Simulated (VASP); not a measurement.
Level of theory: LDA (Ceperley-Alder, Perdew-Zunger), VASP's LDA PAW potentials (set 64) (plane waves; VASP).

Input for VASP

### INCAR
```
SYSTEM=BN
PREC=Accurate; ENCUT=520; LREAL=.False.
LASPH=.True.
EDIFF=1E-7; NELM=100; ALGO=Normal
ISMEAR=0; SIGMA=0.05
ISIF=2
LWAVE=.False.; LCHARG=.False.
```

POSCAR:
```
BN
1
    0.0000000000     1.7917979681     1.7917979681
    1.7917979681     0.0000000000     1.7917979681
    1.7917979681     1.7917979681     0.0000000000
B N
1 1
Direct
  0.0000000000   0.0000000000   0.0000000000
  0.2500000000   0.2500000000   0.2500000000
```

**KPOINTS**
```
Automatic
0
G
  13 13 13
```

POTCAR, in this order: B N (LDA.64 set). Program: vasp_std.

The resulting files:

**OUTCAR**
```
 ion  position               nearest neighbor table
   1  0.000  0.000  0.000-   2 1.55   2 1.55   2 1.55   2 1.55
   2  0.250  0.250  0.250-   1 1.55   1 1.55   1 1.55   1 1.55
  LATTYP: Found a face centered cubic cell.
 ALAT       =     3.5835959362
 Subroutine PRICEL returns:
 Original cell was already a primitive cell.
 Subroutine GETGRP returns: Found 24 space group operations
The static configuration has the point symmetry T_d .
The dynamic configuration has the point symmetry T_d .
 Subroutine INISYM returns: Found 24 space group operations
 Subroutine IBZKPT returns following result:
 Found     84 irreducible k-points:

 Following reciprocal coordinates:
            Coordinates               Weight
  0.000000  0.000000  0.000000      1.000000
  0.076923  0.000000  0.000000      8.000000
  0.153846  0.000000  0.000000      8.000000
  0.230769  0.000000  0.000000      8.000000
  0.307692  0.000000  0.000000      8.000000
  0.384615  0.000000  0.000000      8.000000
  0.461538  0.000000  0.000000      8.000000
  0.076923  0.076923  0.000000      6.000000
  0.153846  0.076923  0.000000     24.000000
...
```

OSZICAR:
```
       N       E                     dE             d eps       ncg     rms          rms(c)
DAV:   1     0.778949180479E+01    0.77895E+01   -0.53510E+03  1416   0.993E+02
DAV:   2    -0.204278993669E+02   -0.28217E+02   -0.26955E+02  1792   0.157E+02
DAV:   3    -0.205932707923E+02   -0.16537E+00   -0.16537E+00  1656   0.149E+01
DAV:   4    -0.205933803765E+02   -0.10958E-03   -0.10958E-03  1768   0.384E-01
DAV:   5    -0.205933804144E+02   -0.37840E-07   -0.37840E-07  1512   0.527E-03    0.665E+00
DAV:   6    -0.195654830019E+02    0.10279E+01   -0.37966E+00  1360   0.141E+01    0.317E+00
DAV:   7    -0.194466028483E+02    0.11888E+00   -0.10835E-01  1800   0.298E+00    0.180E+00
DAV:   8    -0.194141030705E+02    0.32500E-01   -0.62204E-02  1432   0.199E+00    0.190E-01
DAV:   9    -0.194139471334E+02    0.15594E-03   -0.44207E-04  1360   0.245E-01    0.809E-02
DAV:  10    -0.194139284278E+02    0.18706E-04   -0.52887E-05  1776   0.848E-02    0.134E-02
DAV:  11    -0.194139288845E+02   -0.45674E-06   -0.15962E-06  1440   0.105E-02    0.470E-03
DAV:  12    -0.194139288082E+02    0.76292E-07   -0.48067E-07  1272   0.506E-03
   1 F= -.19413929E+02 E0= -.19413929E+02  d E =-.547494E-12
```

File OUTCAR:
```
------------------------ aborting loop because EDIFF is reached ----------------------------------------
  FORCE on cell =-STRESS in cart. coord.  units (eV):
  Direction    XX          YY          ZZ          XY          YZ          ZX
  --------------------------------------------------------------------------------------
  Total       -0.0031432     -0.0031432     -0.0031432     -0.0000000      0.0000000      0.0000000
  in kB       -0.4377037     -0.4377037     -0.4377037     -0.0000000      0.0000000      0.0000000
  external PRESSURE =      -0.4377037 kB  Pullay stress =       0.0000000 kB
  volume of cell :       11.51
      direct lattice vectors                 reciprocal lattice vectors
     0.000000000  1.791797968  1.791797968    -0.279049317  0.279049317  0.279049317
     1.791797968  0.000000000  1.791797968     0.279049317 -0.279049317  0.279049317
     1.791797968  1.791797968  0.000000000     0.279049317  0.279049317 -0.279049317
  FREE ENERGIE OF THE ION-ELECTRON SYSTEM (eV)
  ---------------------------------------------------
  free  energy   TOTEN  =       -19.4139288082 eV

  energy  without entropy=      -19.4139288082  energy(sigma->0) =      -19.41392881
```
(Selected blocks of OUTCAR.)

OUTCAR:
```
 val. band max:        7.7202005599   @ k =   0.0000   0.0000   0.0000

 cond. band min:      12.1712165319   @ k =   0.4615   0.4615   0.0000


 Fermi energy:         7.9327390124

 k-point     1 :       0.0000    0.0000    0.0000
  band No.  band energies     occupation
      1     -12.6491      2.00000
      2       7.7202      2.00000
      3       7.7202      2.00000
      4       7.7202      2.00000
      5      16.5265      0.00000
      6      16.5265      0.00000
      7      16.5265      0.00000
      8      18.5880      0.00000

 k-point     2 :       0.0769    0.0000    0.0000
  band No.  band energies     occupation
      1     -12.5014      2.00000
      2       6.9255      2.00000
      3       7.5590      2.00000
      4       7.5590      2.00000
      5      16.7606      0.00000
      6      16.7696      0.00000
      7      16.7696      0.00000
      8      19.0289      0.00000

 k-point     3 :       0.1538    0.0000    0.0000
  band No.  band energies     occupation
      1     -12.0627      2.00000
      2       5.0385      2.00000
      3       7.1570      2.00000
      4       7.1570      2.00000
      5      17.1571      0.00000
      6      17.3540      0.00000
      7      17.3540      0.00000
      8      20.1222      0.00000

 k-point     4 :       0.2308    0.0000    0.0000
  band No.  band energies     occupation
      1     -11.3480      2.00000
      2       2.7474      2.00000
      3       6.6728      2.00000
      4       6.6728      2.00000
      5      17.5342      0.00000
      6      17.9599      0.00000
      7      17.9599      0.00000
      8      21.2928      0.00000

 k-point     5 :       0.3077    0.0000    0.0000
  band No.  band energies     occupation
      1     -10.3941      2.00000
      2       0.4423      2.00000
      3       6.2333      2.00000
      4       6.2333      2.00000
      5      17.8709      0.00000
      6      18.3284      0.00000
      7      18.3284      0.00000
...
```

The compound is BN in the zinc blende structure. It was relaxed first.
